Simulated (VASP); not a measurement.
# C2BrH5 in VASP: a series of runs

One molecule, C2BrH5, is run at these levels: PBE, PBE+TS; tasks: single point, relaxation of the atoms, atomic charges.

All numbers are computed with VASP 6.6.1; they aren't measurements. Logs are shortened: lines on timing, memory, paths and dates and some standing lists are left out, and cuts for length are marked.

## (1) Starting point

The cell holds a molecule in a box, 8 atoms: a = 13.000 Å, b = 12.000 Å, c = 12.000 Å, α = 90.00°, β = 90.00°, γ = 90.00°.

## (2) Single point, PBE (atoms moved at random, drawn with an rms of 0.05 Å)

Contents of INCAR:

```
SYSTEM = H5C2Br
ALGO = Normal
EDIFF = 1E-6
ENCUT = 520
GGA = PE
ISIF = 2
ISMEAR = 0
LASPH = .True.
LCHARG = .False.
LREAL = .False.
LWAVE = .False.
NBANDS = 20
NELM = 60
PREC = Accurate
SIGMA = 0.01
```

Contents of KPOINTS:

```
k-points
0
Gamma
  1 1 1
  0 0 0
```

Contents of POSCAR:

```
H5C2Br
1.0
   13.0000000000      0.0000000000      0.0000000000
    0.0000000000     12.0000000000      0.0000000000
    0.0000000000      0.0000000000     12.0000000000
C Br H
2 1 5
Direct
    0.4479350000      0.5537600000      0.4798500000
    0.4992460000      0.4486420000      0.5259900000
    0.6341430000      0.4808610000      0.5866840000
    0.3708870000      0.5266450000      0.4453090000
    0.4877910000      0.5904990000      0.4158900000
    0.4319210000      0.6158250000      0.5474000000
    0.5094130000      0.3887750000      0.4625280000
    0.4552260000      0.4134790000      0.5964440000
```

Potentials or basis: VASP PAW PBE potentials, release 64 (C, Br, H).

Launch:

```bash
> cat potpaw_PBE.64/C/POTCAR potpaw_PBE.64/Br/POTCAR potpaw_PBE.64/H/POTCAR > POTCAR
> mpirun -np 1 vasp_gam > vasp.out
```

OUTCAR:

```text
SYSTEM = H5C2Br
   EDIFF = 1E-6
   ENCUT = 520
   GGA = PE
   ISIF = 2
   ISMEAR = 0
   LASPH = .True.
   LREAL = .False.
   NELM = 60
   PREC = Accurate

 ion  position               nearest neighbor table
   1  0.448  0.554  0.480-   5 1.03   6 1.12   4 1.13   2 1.53
   2  0.499  0.449  0.526-   7 1.06   8 1.10   1 1.53   3 1.94
   3  0.634  0.481  0.587-   2 1.94
   4  0.371  0.527  0.445-   1 1.13
   5  0.488  0.590  0.416-   1 1.03
   6  0.432  0.616  0.547-   1 1.12
   7  0.509  0.389  0.463-   2 1.06
   8  0.455  0.413  0.596-   2 1.10

  LATTYP: Found a simple tetragonal cell.
 ALAT       =    12.0000000000
 C/A-ratio  =     1.0833333333

  Lattice vectors:

 A1 = (   0.0000000000,  12.0000000000,   0.0000000000)
 A2 = (   0.0000000000,   0.0000000000,  12.0000000000)
 A3 = (  13.0000000000,   0.0000000000,   0.0000000000)

Analysis of symmetry for initial positions (statically):
=====================================================================
 Subroutine PRICEL returns:
 Original cell was already a primitive cell.

 Routine SETGRP: Setting up the symmetry group for a
 simple tetragonal supercell.

 Subroutine GETGRP returns: Found  1 space group operations
 (whereof  1 operations were pure point group operations)
 out of a pool of 16 trial point group operations.

The static configuration has the point symmetry C_1 .

Analysis of symmetry for dynamics (positions and initial velocities):
=====================================================================
 Subroutine PRICEL returns:
 Original cell was already a primitive cell.

 Routine SETGRP: Setting up the symmetry group for a
 simple tetragonal supercell.

 Subroutine GETGRP returns: Found  1 space group operations
 (whereof  1 operations were pure point group operations)
 out of a pool of 16 trial point group operations.

The dynamic configuration has the point symmetry C_1 .

 Subroutine INISYM returns: Found  1 space group operations
 (whereof  1 operations are pure point group operations),
 and found     1 'primitive' translations

----------------------------------------------------------------------------------------

                                     Primitive cell

  volume of cell :    1872.0000

  direct lattice vectors                    reciprocal lattice vectors
    13.000000000  0.000000000  0.000000000     0.076923077  0.000000000  0.000000000
     0.000000000 12.000000000  0.000000000     0.000000000  0.083333333  0.000000000
     0.000000000  0.000000000 12.000000000     0.000000000  0.000000000  0.083333333

  length of vectors
    13.000000000 12.000000000 12.000000000     0.076923077  0.083333333  0.083333333

  position of ions in fractional coordinates (direct lattice)
     0.447935000  0.553760000  0.479850000
     0.499246000  0.448642000  0.525990000
     0.634143000  0.480861000  0.586684000
     0.370887000  0.526645000  0.445309000
     0.487791000  0.590499000  0.415890000
     0.431921000  0.615825000  0.547400000
     0.509413000  0.388775000  0.462528000
     0.455226000  0.413479000  0.596444000

  ion indices of the primitive-cell ions
   primitive index   ion index
                 1           1
                 2           2
                 3           3
                 4           4
                 5           5
                 6           6
                 7           7
                 8           8

----------------------------------------------------------------------------------------

 KPOINTS: k-points

Automatic generation of k-mesh.
 Grid dimensions read from file:
 generate k-points for:    1    1    1

 Generating k-lattice:

  Cartesian coordinates                     Fractional coordinates (reciprocal lattice)
     0.076923077  0.000000000  0.000000000     1.000000000  0.000000000  0.000000000
     0.000000000  0.083333333  0.000000000     0.000000000  1.000000000  0.000000000
     0.000000000  0.000000000  0.083333333     0.000000000  0.000000000  1.000000000

  Length of vectors
     0.076923077  0.083333333  0.083333333

  Shift w.r.t. Gamma in fractional coordinates (k-lattice)
     0.000000000  0.000000000  0.000000000

 Subroutine IBZKPT returns following result:
 ===========================================

 Found      1 irreducible k-points:

 Following reciprocal coordinates:
            Coordinates               Weight
  0.000000  0.000000  0.000000      1.000000
   k-points           NKPTS =      1   k-points in BZ     NKDIM =      1   number of bands    NBANDS=     20
   number of dos      NEDOS =    301   number of ions     NIONS =      8
   total plane-waves  NPLWV = 793800
   dimension x,y,z NGX =    98 NGY =   90 NGZ =   90
   dimension x,y,z NGXF=   196 NGYF=  180 NGZF=  180
   ions per type =               2   1   5
   NGX,Y,Z   is equivalent  to a cutoff of  12.53, 12.47, 12.47 a.u.
   NGXF,Y,Z  is equivalent  to a cutoff of  25.06, 24.94, 24.94 a.u.
 SYSTEM =  H5C2Br
   PREC   = accura    normal or accurate (medium, high low for compatibility)
   ISTART =      0    job   : 0-new  1-cont  2-samecut
   ICHARG =      2    charge: 1-file 2-atom 10-const
   ISPIN  =      1    spin polarized calculation?
   LNONCOLLINEAR =      F non collinear calculations
   LSORBIT =      F    spin-orbit coupling
   LASPH  =      T    aspherical Exc in radial PAW
   ENCUT  =  520.0 eV  38.22 Ry    6.18 a.u.  24.17 22.31 22.31*2*pi/ulx,y,z
   NELM   =     60;   NELMIN=  2; NELMDL= -5     # of ELM steps
   EDIFF  = 0.1E-05   stopping-criterion for ELM
   LREAL  =      F    real-space projection
   EDIFFG = 0.1E-04   stopping-criterion for IOM
   NSW    =      0    number of steps for IOM
   IBRION =     -1    ionic relax: 0-MD 1-quasi-New 2-CG
   NFREE  =      0    steps in history (QN), initial steepest desc. (CG)
   ISIF   =      2    stress and relaxation
   ISYM   =      2    0-nonsym 1-usesym 2-fastsym
   POTIM  = 0.5000    time-step for ionic-motion
   TEBEG  =    0.0;   TEEND  =   0.0 temperature during run
   PSTRESS=    0.0 pullay stress
   NELECT =      20.0000    total number of electrons
   NUPDOWN=      -1.0000    fix difference up-down
   EMIN   =  10.00;   EMAX   =-10.00  energy-range for DOS
   EFERMI =   0.00;   METHOD = LEGACY
   ISMEAR =     0;   SIGMA  =   0.01  broadening in eV -4-tet -1-fermi 0-gaus
   EFERMI_NEDOS =   21; number of points for ismear=-14 and -15
   IALGO  =     38    algorithm
   IMIX   =      4    mixing-type and parameters
     AMIX     =   0.40;   BMIX     =  1.00
     AMIX_MAG =   1.60;   BMIX_MAG =  1.00
  volume/ion in A,a.u.               =     234.00      1579.11
  Fermi-wavevector in a.u.,A,eV,Ry     =   0.360564  0.681368  1.768849  0.130007
  Thomas-Fermi vector in A             =   1.280399
   LORBIT       =      0    0 simple, 1 ext, 2 COOP (PROOUT), +10 PAW based schemes
   GGA     = PE    functional components
   LHFCALC =     F    Hartree Fock is set to
   AEXX    =    0.0000 exact exchange contribution
   IVDW    =     0    specifies the selected vdW correction
   LEPSILON=     F    determine dielectric tensor
   LRPA    =     F    only Hartree local field effects (RPA)
 non-spin polarized calculation
 Gauss-broadening in eV      SIGMA  =   0.01
  energy-cutoff  :      520.00
  volume of cell :     1872.00
 maximum number of plane-waves:     25235
 NGX is ok and might be reduce to    98
   NGX = 49   NGY = 45   NGZ = 45

 number of electron      20.0000003 magnetization

 Free energy of the ion-electron system (eV)
  ---------------------------------------------------
  ext. energy  EPLUGINS =         0.00000000
  ---------------------------------------------------
  free energy    TOTEN  =       -38.26071012 eV

  energy without entropy =      -38.26071012  energy(sigma->0) =      -38.26071012

 E-fermi :  -6.2161     XC(G=0):  -0.7415

 val. band max:       -6.3219877141   @ k =   0.0000   0.0000   0.0000
 cond. band min:      -0.7910386519   @ k =   0.0000   0.0000   0.0000
 fundamental gap:      5.5309490622
 Fermi energy:        -6.2160917113

 k-point     1 :       0.0000    0.0000    0.0000
  band No.  band energies     occupation
      1     -20.5314      2.00000
      2     -18.1437      2.00000
      3     -15.1377      2.00000
      4     -11.4789      2.00000
      5     -10.5768      2.00000
      6      -9.7108      2.00000
[... 12 lines left out ...]
     19       1.3644      0.00000
     20       1.4499      0.00000

------------------------ aborting loop because EDIFF is reached ----------------------------------------

  FORCE on cell =-STRESS in cart. coord.  units (eV):
  Direction    XX          YY          ZZ          XY          YZ          ZX
  --------------------------------------------------------------------------------------
  -------------------------------------------------------------------------------------
  Total        1.0013589      0.3388593      1.3224516      0.5375128     -0.2850409     -0.9417388
  in kB        0.8570270      0.2900174      1.1318387      0.4600378     -0.2439562     -0.8060003
  external PRESSURE =       0.7596277 kB  Pullay stress =       0.0000000 kB

 VOLUME and BASIS-vectors are now :
 -----------------------------------------------------------------------------
  energy-cutoff  :      520.00
  volume of cell :     1872.00
      direct lattice vectors                 reciprocal lattice vectors
    13.000000000  0.000000000  0.000000000     0.076923077  0.000000000  0.000000000
     0.000000000 12.000000000  0.000000000     0.000000000  0.083333333  0.000000000
     0.000000000  0.000000000 12.000000000     0.000000000  0.000000000  0.083333333

 POSITION                                       TOTAL-FORCE (eV/Angst)
 -----------------------------------------------------------------------------------
      5.82316      6.64512      5.75820        -2.460698     -1.396378      2.338303
      6.49020      5.38370      6.31188        -0.889017      1.300108      0.894885
      8.24386      5.77033      7.04021         0.556558      0.059040      0.174661
      4.82153      6.31974      5.34371         0.638510      0.318041      0.299672
      6.34128      7.08599      4.99068         1.553688      1.157292     -1.954358
      5.61497      7.38990      6.56880         0.211433     -0.421970     -0.521321
      6.62237      4.66530      5.55034         0.263199     -1.059490     -0.909041
      5.91794      4.96175      7.15733         0.126327      0.043357     -0.322800
 -----------------------------------------------------------------------------------
    total drift:                                0.000284     -0.000091     -0.000043

  FREE ENERGIE OF THE ION-ELECTRON SYSTEM (eV)
  ---------------------------------------------------
  free  energy   TOTEN  =       -38.2607101169 eV

  energy  without entropy=      -38.2607101169  energy(sigma->0) =      -38.26071012
```

It took 87 s on 1 thread of Intel Xeon 6975P-C (Granite Rapids), shared host; peak memory 1.2 GiB.

Results:

| Quantity | Value |
| --- | --- |
| Free energy | -38.2607 eV |
| Largest force | 3.670 eV/Å |
| Gap between the frontier levels | 5.53 eV |

Forces on the atoms (eV/Å):
```
C   -2.461 -1.396  2.338
C   -0.889  1.300  0.895
Br   0.557  0.059  0.175
H    0.639  0.318  0.300
H    1.554  1.157 -1.954
H    0.211 -0.422 -0.521
H    0.263 -1.059 -0.909
H    0.126  0.043 -0.323
```

Levels at points of the mesh, in eV from the valence-band top:
```tsv
k point	band 6	band 7	band 8	band 9	band 10	band 11	band 12	band 13	band 14	band 15
(0.00, 0.00, 0.00)	-3.39	-2.65	-2.09	-0.02	0.00	5.53	5.86	6.71	6.82	6.86
```

(Part 1 of 2 ends here.)
